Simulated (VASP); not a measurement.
The input files of a VASP run:

### INCAR
```
# general
SYSTEM  = KMgF3
PREC    = Accurate
ENCUT   = 620   # plane-wave cut-off (eV)
LREAL   = .FALSE.   # projection in real space or not
LASPH   = .TRUE.

# electronic loop
EDIFF   = 1E-6
NELM    = 100   # most electronic steps
ALGO    = Normal   # blocked Davidson

# smearing
ISMEAR  = 0   # Gaussian
SIGMA   = 0.05

# ions
IBRION  = 2
NSW     = 40   # most ionic steps
ISIF    = 3   # ions, shape and volume
EDIFFG  = -0.02   # ionic stop
PSTRESS = 200

# output
LWAVE   = .FALSE.
LCHARG  = .FALSE.
```

**POSCAR**
```
KMgF3
1.0
  3.7772870200   0.0000000000   0.0000000000
  0.0000000000   3.7772870200   0.0000000000
  0.0000000000   0.0000000000   3.7772870200
K Mg F
1 1 3
Cart
  0.0000000000   0.0000000000   0.0000000000
  1.8886435100   1.8886435100   1.8886435100
  1.8886435100   0.0000000000   1.8886435100
  0.0000000000   1.8886435100   1.8886435100
  1.8886435100   1.8886435100   0.0000000000
```

File KPOINTS:
```
Regular mesh
0
G
  6 6 6
```

POTCAR, in this order: K_sv Mg F (LDA.64 set). Program: vasp_std.

Question: Write an equivalent input for Ansatz.

Answer: One equivalent input (not run):
Ansatz 0.2 input:
```yaml
crystal:
  lattice:
    - [3.7772870, 0.0000000, 0.0000000]
    - [0.0000000, 3.7772870, 0.0000000]
    - [0.0000000, 0.0000000, 3.7772870]
  atoms:
    - { symbol: K, position: [0.0000000, 0.0000000, 0.0000000] }
    - { symbol: Mg, position: [0.5000000, 0.5000000, 0.5000000] }
    - { symbol: F, position: [0.5000000, 0.0000000, 0.5000000] }
    - { symbol: F, position: [0.0000000, 0.5000000, 0.5000000] }
    - { symbol: F, position: [0.5000000, 0.5000000, 0.0000000] }
kpoints:
  mp_grid: { grid: [6, 6, 6] }
hamiltonian:
  xc: lda
  pseudopotentials: { kind: paw }
scf:
  occupations: { method: gaussian, width: 0.05 }
  max_iter: 100
relax:
  max_steps: 40
  f_tol: 0.02
  cell: { p_target: 20 }
output: { forces: true, stress: true, eigenvalues: true }
```
Limits of the translation: each code has its own PAW files, so the cut-off isn't converted (ENCUT is set for VASP's; basis.ecutwfc is left out, and Ansatz then takes the one that its files recommend); Ansatz stops its SCF on the density residual and VASP on the energy change (EDIFF); Ansatz's lda is the Perdew-Wang form, while the LDA potentials of VASP carry Perdew-Zunger's.

The compound is KMgF3 in the cubic perovskite structure. This run relaxes it under an external pressure of 20 GPa. Symmetry was kept, so distortions that lower it aren't found.
